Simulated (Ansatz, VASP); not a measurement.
# PtS2: VASP beside Ansatz

One calculation is typed for both programs; each brings its own data sets. How far apart do they land? The cell is taken from a series of runs on this material, whose earlier steps may have relaxed, scaled, displaced or heated it; both programs get it as it stands. Other levels of theory on this material are compared in a session of their own.

Method: plane waves, with VASP 6.6.1 beside it; relaxation of cell and atoms at PBEsol with D3(BJ), in Ansatz 0.2.0.

**1. The structure**

It takes space group P-3m1 (No. 164, trigonal). Conventional cell: a = 3.559 Å, b = 3.559 Å, c = 4.385 Å, α = 90.00°, β = 90.00°, γ = 120.00°. S has 3 Pt at 2.37 Å nearest. Pt has 6 S at 2.37 Å nearest. Farther neighbours and most contacts between anions are not listed.

Coordinates:

```
S Pt
1.0
     3.55885    0.00000    0.00000
    -1.77943    3.08206    0.00000
     0.00000    0.00000    4.38520
S Pt
2 1
Cartesian
  0.0000 2.0547 1.1896
  1.7794 1.0274 3.1956
  0.0000 0.0000 0.0000
```

**2. VASP: relaxation of cell and atoms, PBEsol with D3(BJ)**

The relaxed volume is the usual yardstick between codes: in a stiff, nearly cubic crystal its relative difference is about their pressure difference at one cell divided by the bulk modulus.

Lines of VASP's logs that name or quote its potential files are left out, and so is its time.

INCAR reads:

```
SYSTEM = PtS2
PREC = Accurate
ENCUT = 500
EDIFF = 1E-07
NELM = 120
ISMEAR = 1
SIGMA = 0.2
LREAL = .FALSE.
ALGO = Normal
GGA = PS
IVDW = 12
NBANDS = 17
LASPH = .TRUE.
LORBIT = 11
LWAVE = .FALSE.
LCHARG = .FALSE.
ISIF = 3
IBRION = 2
NSW = 80
EDIFFG = -0.005
GGA_COMPAT = .FALSE.
NELMIN = 4
KPAR = 2
```

POSCAR reads:

```
PtS2
1.0
    3.5588550000      0.0000000000      0.0000000000
   -1.7794280000      3.0820590000      0.0000000000
    0.0000000000      0.0000000000      4.3851960000
S Pt
2 1
Direct
    0.3333334270      0.6666666667      0.2712727094
    0.6666668540      0.3333333333      0.7287275187
    0.0000000000      0.0000000000      0.0000000000
```

KPOINTS reads:

```
Automatic mesh
0
Gamma
15 15 12
0 0 0
```

The projector-augmented-wave data sets are S and Pt (PBE family, release 64).

Started as:

```
> mpirun -np 2 vasp_std
```

Numbers of over 12 decimals in the logs are rounded to 6 here.

What it wrote:

```text
[banner, memory and clock lines left out]
running    2 mpi-ranks, on    1 nodes
 distrk:  each k-point on    1 cores,    2 groups
 distr:  one band on    1 cores,    1 groups

 POSCAR found type information on POSCAR S Pt
 POSCAR found :  2 types and       3 ions
|                                                                             |
|               ----> ADVICE to this user running VASP <----                  |
|                                                                             |
|     You enforced a specific xc type in the INCAR file but a different       |
|     [... a line on the potential file left out ...]
|     I HOPE YOU KNOW WHAT YOU ARE DOING!                                     |
|                                                                             |

 LDA part: xc-table for (Slater+PW92), standard interpolation
 POSCAR, INCAR and KPOINTS ok, starting setup
 FFT: planning ... GRIDC
 FFT: planning ... GRID_SOFT
 FFT: planning ... GRID
 WAVECAR not read
 entering main loop
       N       E                     dE             d eps       ncg     rms          rms(c)
DAV:   1     0.106804195193E+03    0.10680E+03   -0.10409E+04  9792   0.113E+03
DAV:   2    -0.135596647843E+02   -0.12036E+03   -0.11703E+03 12138   0.228E+02
DAV:   3    -0.181612204233E+02   -0.46016E+01   -0.45729E+01 12043   0.462E+01
DAV:   4    -0.182022225363E+02   -0.41002E-01   -0.40982E-01 12917   0.487E+00
DAV:   5    -0.182027447331E+02   -0.52220E-03   -0.52216E-03 12572   0.526E-01    0.196E+01
DAV:   6    -0.172085469642E+02    0.99420E+00   -0.66987E+00  9824   0.245E+01    0.130E+01
DAV:   7    -0.169779209385E+02    0.23063E+00   -0.12044E+00  9844   0.113E+01    0.600E+00
DAV:   8    -0.169501933091E+02    0.27728E-01   -0.69227E-02 11044   0.199E+00    0.129E+00
DAV:   9    -0.169468002082E+02    0.33931E-02   -0.84782E-03 11836   0.908E-01    0.242E-01
DAV:  10    -0.169468363191E+02   -0.36111E-04   -0.11546E-03 11419   0.234E-01    0.870E-02
DAV:  11    -0.169468492444E+02   -0.12925E-04   -0.42649E-05 13142   0.611E-02    0.346E-02
DAV:  12    -0.169468483009E+02    0.94352E-06   -0.87247E-06 11247   0.291E-02    0.728E-03
DAV:  13    -0.169468486328E+02   -0.33186E-06   -0.74128E-07 12364   0.639E-03    0.324E-03
DAV:  14    -0.169468486548E+02   -0.21983E-07   -0.47393E-08  5677   0.166E-03
   1 F= -.18190370E+02 E0= -.18190966E+02  d E =-.181904E+02
[...]
2 F= -.18190218E+02 E0= -.18190812E+02  d E =0.152490E-03
[...]
3 F= -.18190449E+02 E0= -.18191044E+02  d E =-.787938E-04
[...]
4 F= -.18190449E+02 E0= -.18191044E+02  d E =-.788260E-04
[...]
5 F= -.18190466E+02 E0= -.18191061E+02  d E =-.167466E-04
 ZBRENT: can't locate minimum, use default step
 trial-energy change:   -0.000017  1 .order   -0.000017   -0.000019   -0.000014
 step:   3.4902(harm=  3.6501)  dis= 0.00215  next Energy=   -18.190489 (dE=-0.398E-04)
 bond charge predicted
       N       E                     dE             d eps       ncg     rms          rms(c)
DAV:   1    -0.169473120850E+02   -0.15932E-02   -0.11449E-02  9658   0.730E-01    0.102E-01
DAV:   2    -0.169471832525E+02    0.12883E-03   -0.10965E-03 11235   0.310E-01    0.680E-02
DAV:   3    -0.169471546678E+02    0.28585E-04   -0.59045E-05 12190   0.749E-02    0.283E-02
DAV:   4    -0.169471467449E+02    0.79230E-05   -0.58282E-05 10058   0.439E-02    0.124E-02
DAV:   5    -0.169471461241E+02    0.62073E-06   -0.23928E-06 11043   0.995E-03    0.752E-03
DAV:   6    -0.169471458542E+02    0.26996E-06   -0.19043E-07  9957   0.375E-03    0.346E-03
DAV:   7    -0.169471455511E+02    0.30310E-06   -0.67301E-08  5205   0.187E-03    0.960E-04
DAV:   8    -0.169471455731E+02   -0.22028E-07   -0.93077E-09  5001   0.817E-04
   6 F= -.18190489E+02 E0= -.18191085E+02  d E =-.397253E-04
 curvature:  -1.91 expect dE=-0.630E-05 dE for cont linesearch -0.884E-07
 trial: gam= 0.09712 g(F)=  0.444E-06 g(S)=  0.286E-05 ort = 0.103E-05 (trialstep = 0.140E+01)
 search vector abs. value=  0.372E-05
 reached required accuracy - stopping structural energy minimisation
```

From OUTCAR (step 2):

```text
ion  position               nearest neighbor table
   1  0.333  0.667  0.271-   3 2.37   3 2.37   3 2.37
   2  0.667  0.333  0.729-   3 2.37   3 2.37   3 2.37
   3  0.000  0.000  0.000-   2 2.37   2 2.37   1 2.37   2 2.37   1 2.37   1 2.37

  LATTYP: Found a hexagonal cell.
 ALAT       =     3.5588550000
 C/A-ratio  =     1.2321929385

 Subroutine GETGRP returns: Found 12 space group operations
 (whereof 12 operations were pure point group operations)

The static configuration has the point symmetry D_3d.

 Found    284 irreducible k-points:

   k-points           NKPTS =    284   k-points in BZ     NKDIM =    284   number of bands    NBANDS=     17

   dimension x,y,z NGX =    28 NGY =   28 NGZ =   32
   dimension x,y,z NGXF=    56 NGYF=   56 NGZF=   64

   ENCUT  =  500.0 eV  36.75 Ry    6.06 a.u.   6.49  6.49  8.00*2*pi/ulx,y,z

   NELECT =      22.0000    total number of electrons

 k-points in reciprocal lattice and weights: Automatic mesh
   0.00000000  0.00000000  0.00000000       0.000
   0.06666667 -0.00000000  0.00000000       0.002
   0.13333333 -0.00000000  0.00000000       0.002
   0.20000000  0.00000000  0.00000000       0.002
   0.26666667 -0.00000000  0.00000000       0.002
   0.33333333  0.00000000  0.00000000       0.002
   0.40000000  0.00000000  0.00000000       0.002
   0.46666667  0.00000000  0.00000000       0.002
   0.06666667  0.06666667  0.00000000       0.002
[...]
0.33333333  0.26666667  0.50000000       0.004
   0.33333333  0.33333333  0.50000000       0.001

 Edisp (eV)   -1.24475

 average (electrostatic) potential at core
       1 -83.8820       2 -83.8820       3 -66.4225

 E-fermi :   8.9443

 k-point     1 :       0.0000    0.0000    0.0000
  band No.  band energies     occupation
    ...
      6       4.5590      2.00000
      7       4.5590      2.00000
      8       6.4211      2.00000
      9       7.3146      2.00000
     10       7.3146      2.00000
     11       9.3374     -0.01785
     12       9.7975     -0.00000
     13       9.7975     -0.00000
     14      11.9365     -0.00000
     15      14.1803      0.00000
    ...

 k-point     2 :       0.0667   -0.0000    0.0000
  band No.  band energies     occupation
    ...
      7       4.5122      2.00000
      8       6.2456      2.00000
      9       7.2094      2.00000
     10       7.2572      2.00000
     11       8.8679      1.59755
     12       9.8633     -0.00000
     13      10.1372     -0.00000
     14      12.2829     -0.00000
     15      14.4132      0.00000
     16      15.9993      0.00000
    ...

 k-point     3 :       0.1333   -0.0000    0.0000
  band No.  band energies     occupation
    ...
      7       4.3931      2.00000
      8       5.7845      2.00000
      9       7.0067      2.00000
     10       7.0789      2.00000
     11       8.2662      2.00002
     12      10.0628     -0.00000
     13      10.4502     -0.00000
     14      13.0561      0.00000
     15      14.9189      0.00000
     16      15.8560      0.00000
    ...

 Edisp (eV)   -1.24334

  Total      -0.00408    -0.00408     0.01202     0.00000     0.00000     0.00000
  in kB      -0.13595    -0.13595     0.40032     0.00000     0.00000     0.00000
  external pressure =        0.04 kB  Pullay stress =        0.00 kB

  energy-cutoff  :      500.00
  volume of cell :       48.11
      direct lattice vectors                 reciprocal lattice vectors
     3.557461187  0.000000000 -0.000000000     0.281099342  0.162292818 -0.000000000
    -1.778731093  3.080851922  0.000000000    -0.000000000  0.324585545  0.000000000
     0.000000000 -0.000000000  4.389247179     0.000000000  0.000000000  0.227829502

 POSITION                                       TOTAL-FORCE (eV/Angst)
 -----------------------------------------------------------------------------------
      0.00000      2.05390      1.18791         0.000000     -0.000000      0.002146
      1.77873      1.02695      3.20134        -0.000000      0.000000     -0.002146
      0.00000      0.00000     -0.00000         0.000000     -0.000000      0.000000
 -----------------------------------------------------------------------------------
    total drift:                               -0.000467     -0.000000     -0.000479

  FREE ENERGIE OF THE ION-ELECTRON SYSTEM (eV)
  ---------------------------------------------------
  free  energy   TOTEN  =       -18.1904887053 eV

  energy  without entropy=      -18.1922777231  energy(sigma->0) =      -18.19108504

 reached required accuracy - stopping structural energy minimisation

 total charge
# of ion       s       p       d       tot
------------------------------------------
    1        1.362   2.244   0.000   3.606
    2        1.362   2.244   0.000   3.606
    3        0.709   0.809   8.026   9.544
--------------------------------------------------
tot          3.433   5.296   8.026  16.756

[... 3 further parts left out ...]
```

CONTCAR:

```
PtS2
   1.00000000000000
     3.5574611867898871    0.0000000002264142   -0.0000000000000000
    -1.7787310930030396    3.0808519220486512    0.0000000000000000
     0.0000000000000001   -0.0000000000000000    4.3892471785983771
  S               Pt
     2     1
Direct
     0.3333334269999995    0.6666666667000030    0.2706416612572702
     0.6666668539999989    0.3333333332999970    0.7293585668427289
     0.0000000000000000    0.0000000000000000    0.0000000000000000
```

(Continued in part 2 of 2.)

[Lines on the potential files, build, host, timing and source positions are cut from VASP's logs without a mark.]

[Logs are printed without paths, hosts, clocks, repeated set-up lines and the standing remarks that a program may print on its own settings, such as how far it seeks lower states.]

[Hosts, paths, dates, database ids (printed as entryN), source tags and the programs' standing remarks are cut or masked in the printed files.]
